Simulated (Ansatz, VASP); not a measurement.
Two plane-wave programs on Mg2ZnS3

```
Mg Zn S
1.0
     5.05509    0.00000    0.00000
    -2.52754    4.37783    0.00000
     0.00000    0.00000    8.60779
Mg Zn S
2 1 3
Direct
  0.00000 0.00000 0.44454
  0.00000 0.00000 0.09667
  0.00000 0.00000 0.75208
  0.59263 0.00000 0.92305
  0.00000 0.59263 0.92305
  0.40737 0.40737 0.92305
```

Alike in both runs: functional PBE; k mesh 6 × 6 × 2; occupations gaussian, width 0.1 eV; no spin polarisation.

Ansatz relaxed the structure, and its values are those at the end. VASP's run is a single point on that final structure, the one shown.

|  | VASP | Ansatz |
| --- | --- | --- |
| version | VASP 6.6.1 | Ansatz 0.2.0 |
| potentials or method | VASP PAW PBE potentials, release 64 (Mg, Zn, S) | scalar-relativistic, plane waves, PAW |
| plane-wave cutoff (eV) | 520 | 420 |
| valence electrons in the cell | 34 | 50 |

VASP gave:

* gap on the k mesh at the Fermi level (eV): none
* pressure (GPa): 0.0
* rms of the force components (eV/Å): 0.004

Estimate Ansatz's values.

gap on the k mesh at the Fermi level (eV): none; pressure (GPa): 0.0; rms of the force components (eV/Å): 0.003.

A gap of «none» marks a metal or a gap that the smearing closes. The two sets of potentials don't hold the same shells in valence.

Caveats: the k mesh is coarse (spacing up to 0.36 Å⁻¹), so the values aren't converged.
